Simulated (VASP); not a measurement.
Calculation: r2SCAN meta-GGA, VASP's PBE PAW potentials (set 64) (plane waves; VASP).

VASP input:

KPOINTS:
```
Automatic mesh
0
G
 13 13 6
```

File KPOINTS_OPT:
```
k-points along high-symmetry lines
6
Line-mode
Reciprocal
  0.000000   0.000000   0.000000 ! GAMMA
  0.500000  -0.000000   0.000000 ! M

  0.500000  -0.000000   0.000000 ! M
  0.333333   0.333333   0.000000 ! K

  0.333333   0.333333   0.000000 ! K
  0.000000   0.000000   0.000000 ! GAMMA

  0.000000   0.000000   0.000000 ! GAMMA
  0.000000   0.000000   0.500000 ! A

  0.000000   0.000000   0.500000 ! A
  0.500000  -0.000000   0.500000 ! L

  0.500000  -0.000000   0.500000 ! L
  0.333333   0.333333   0.500000 ! H

  0.333333   0.333333   0.500000 ! H
  0.000000   0.000000   0.500000 ! A

  0.500000  -0.000000   0.500000 ! L
  0.500000  -0.000000   0.000000 ! M

  0.333333   0.333333   0.500000 ! H
  0.333333   0.333333   0.000000 ! K
```

**INCAR**
```
ALGO  =  Normal
EDIFF  =  1E-7
ENCUT  =  520
ISIF  =  2
ISMEAR  =  -5
LASPH  =  T
LCHARG  =  F
LEFG  =  T
LMAXMIX  =  6
LMIXTAU  =  T
LORBIT  =  11
LREAL  =  F
LWAVE  =  F
METAGGA  =  R2SCAN
NEDOS  =  601
NELM  =  100
PREC  =  Accurate
SYSTEM  =  WC
```

POSCAR:
```
WC
1
    3.1222313128    -0.0000000000     0.0000000000
   -1.5611156565     2.7039314554    -0.0000000000
    0.0000000000     0.0000000000     5.9663789792
W C
2 2
Direct
  0.3333330000   0.6666670000   0.0216802508
  0.6666670000   0.3333330000   0.5216802508
  0.3333330000   0.6666670000   0.3533197492
  0.6666670000   0.3333330000   0.8533197492
```

POTCAR, in this order: W_sv C (PBE.64 set). Program: vasp_std.

Unless said otherwise, spin-orbit coupling is left out, though it shifts the bands of the heavy elements here.

Question: Predict the energy per atom (σ→0), band gap (over mesh and band path).

Answer: 
The energy per atom (σ→0) is -30.174 eV/atom. The band gap (over mesh and band path) is none (metal, semimetal or under 0.01 eV).

File OSZICAR:
```
...
DAV:  19    -0.120694367085E+03   -0.10439E-06   -0.66667E-07  3486   0.621E-03    0.957E-04
DAV:  20    -0.120694368218E+03   -0.11335E-05   -0.38625E-08  1992   0.232E-03    0.697E-04
DAV:  21    -0.120694366640E+03    0.15784E-05   -0.31964E-08  1884   0.142E-03    0.429E-04
DAV:  22    -0.120694367156E+03   -0.51662E-06   -0.15618E-08  1884   0.998E-04    0.116E-04
DAV:  23    -0.120694366971E+03    0.18505E-06   -0.16736E-09  1872   0.370E-04    0.801E-05
DAV:  24    -0.120694366995E+03   -0.24105E-07   -0.51972E-10  1884   0.163E-04
   1 F= -.12069437E+03 E0= -.12069437E+03  d E =0.000000E+00
       N       E                     dE             ncg
```

The structure was generated: WC was put into the wurtzite type (P6_3mc), which need not be its known phase. It was relaxed first, which changed the volume by -39 %.
